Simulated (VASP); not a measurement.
The cell holds one KBr (rock salt) (110) slab, with vacuum along c, ions free to move until forces fall under 0.03 eV/Å, no reconstruction beyond this cell, dipole correction on. Ionisation potential and electron affinity count from the cell's own band edges, surface states included.

Given:

```
CELL_PARAMETERS angstrom
      4.63704     0.00000     0.00000
      0.00000     6.55776     0.00000
      0.00000     0.00000    24.17809
ATOMIC_POSITIONS crystal
  K  0.00000 0.00000 0.36230
  K  0.50000 0.50000 0.44811
  K  0.00000 0.00000 0.55189
  K  0.50000 0.50000 0.63770
  Br 0.50000 0.00000 0.45206
  Br 0.00000 0.50000 0.35720
  Br 0.50000 0.00000 0.64280
  Br 0.00000 0.50000 0.54794
```

The numbers are results of PBEsol GGA, VASP's PBE PAW potentials (set 64) (plane waves; VASP), not measurements. Run with 400 eV cut-off, 5×3×1 Γ-centred mesh, Gaussian smearing of 0.050 eV, potentials K_sv Br.

Slab and bulk use different k-meshes, so the surface energy is good to a few per cent at best.

Problem. Predict its surface energy, ionisation potential, electron affinity, band gap (on the k-mesh).

Solution. 
- surface energy: 0.23 J/m²
- ionisation potential: 5.64 eV
- electron affinity: 1.71 eV
- band gap (on the k-mesh): 3.92 eV

The cell is a thin slab with vacuum, built from KBr (rock salt): (110) face.
